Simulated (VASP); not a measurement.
Computed with PBE GGA with D4 dispersion, VASP's PBE PAW potentials (set 64) (plane waves; VASP 6.6.1).

The input files of a VASP run:

INCAR:
```
! general
SYSTEM =CdF2
PREC   =Accurate
ENCUT  =520   ! plane-wave cut-off (eV)
LREAL  =F   ! projection in real space or not
LASPH  =T
ICHARG =11   ! fixed density

! electronic loop
EDIFF  =1E-7   ! SCF stop (eV)
NELM   =100   ! most electronic steps
ALGO   =Normal
LMAXMIX=4

! smearing
ISMEAR =0   ! Gaussian
SIGMA  =0.05   ! width (eV)

! functional
GGA    =PE   ! PBE
IVDW   =13

! output
LWAVE  =F
LCHARG =F
LORBIT =11   ! lm-projected
```

KPOINTS:
```
k-points along high-symmetry lines
15
Line-mode
Reciprocal
  0.000000   0.000000   0.000000 ! GAMMA
  0.500000   0.000000   0.500000 ! X

  0.500000   0.000000   0.500000 ! X
  0.625000   0.250000   0.625000 ! U

  0.375000   0.375000   0.750000 ! K
  0.000000   0.000000   0.000000 ! GAMMA

  0.000000   0.000000   0.000000 ! GAMMA
  0.500000   0.500000   0.500000 ! L

  0.500000   0.500000   0.500000 ! L
  0.500000   0.250000   0.750000 ! W

  0.500000   0.250000   0.750000 ! W
  0.500000   0.000000   0.500000 ! X
```

### POSCAR
```
CdF2
1
    0.0000000000     2.7267326969     2.7267326969
    2.7267326969     0.0000000000     2.7267326969
    2.7267326969     2.7267326969     0.0000000000
Cd F
1 2
Direct
  0.0000000000   0.0000000000   0.0000000000
  0.2500000000   0.2500000000   0.2500000000
  0.7500000000   0.7500000000   0.7500000000
```

POTCAR, in this order: Cd F (PBE.64 set). Program: vasp_std. Read from the step before: CHGCAR.

The run wrote:

**OSZICAR**
```
       N       E                     dE             d eps       ncg     rms          rms(c)
DAV:   1     0.194023137779E+03    0.19402E+03   -0.15801E+04  3180   0.155E+03
DAV:   2    -0.235854171154E+01   -0.19638E+03   -0.19148E+03  3617   0.379E+02
DAV:   3    -0.103661770574E+02   -0.80076E+01   -0.79910E+01  3222   0.842E+01
DAV:   4    -0.104064268941E+02   -0.40250E-01   -0.40245E-01  3446   0.597E+00
DAV:   5    -0.104065810982E+02   -0.15420E-03   -0.15420E-03  3296   0.328E-01
DAV:   6    -0.104065819108E+02   -0.81254E-06   -0.81254E-06  3422   0.238E-02
DAV:   7    -0.104065819154E+02   -0.46357E-08   -0.46427E-08  2764   0.173E-03
   1 F= -.10917898E+02 E0= -.10917898E+02  d E =-.763452E-18
```

File OUTCAR:
```
 val. band max:       -1.5770607893   @ k =   0.5000   0.2500   0.7500

 cond. band min:       1.3628798157   @ k =   0.0000   0.0000   0.0000



 k-point     1 :       0.0000    0.0000    0.0000
  band No.  band energies     occupation
      1     -22.1869      2.00000
      2     -21.1801      2.00000
      3      -7.0923      2.00000
      4      -7.0923      2.00000
      5      -7.0923      2.00000
      6      -6.0371      2.00000
      7      -6.0371      2.00000
      8      -2.4602      2.00000
      9      -2.4602      2.00000
     10      -2.4602      2.00000
     11      -2.1191      2.00000
     12      -2.1191      2.00000
     13      -2.1191      2.00000
     14       1.3629      0.00000
     15      10.9498      0.00000
     16      10.9498      0.00000
     17      10.9498      0.00000

 k-point     2 :       0.0357    0.0000    0.0357
  band No.  band energies     occupation
      1     -22.1820      2.00000
      2     -21.1845      2.00000
      3      -7.0857      2.00000
      4      -7.0857      2.00000
      5      -7.0765      2.00000
      6      -6.0422      2.00000
      7      -6.0358      2.00000
      8      -2.5163      2.00000
      9      -2.4836      2.00000
     10      -2.4836      2.00000
     11      -2.1180      2.00000
     12      -2.1112      2.00000
     13      -2.1112      2.00000
     14       1.4301      0.00000
     15      10.8592      0.00000
     16      10.9711      0.00000
     17      10.9711      0.00000

 k-point     3 :       0.0714    0.0000    0.0714
  band No.  band energies     occupation
      1     -22.1677      2.00000
      2     -21.1976      2.00000
      3      -7.0659      2.00000
      4      -7.0659      2.00000
      5      -7.0296      2.00000
      6      -6.0580      2.00000
      7      -6.0320      2.00000
      8      -2.6717      2.00000
      9      -2.5507      2.00000
     10      -2.5507      2.00000
     11      -2.1150      2.00000
     12      -2.0898      2.00000
...
```

The density is held fixed in this step, so its total energy and stress have no physical meaning.

The compound is CdF2 in the fluorite structure. It was relaxed first.
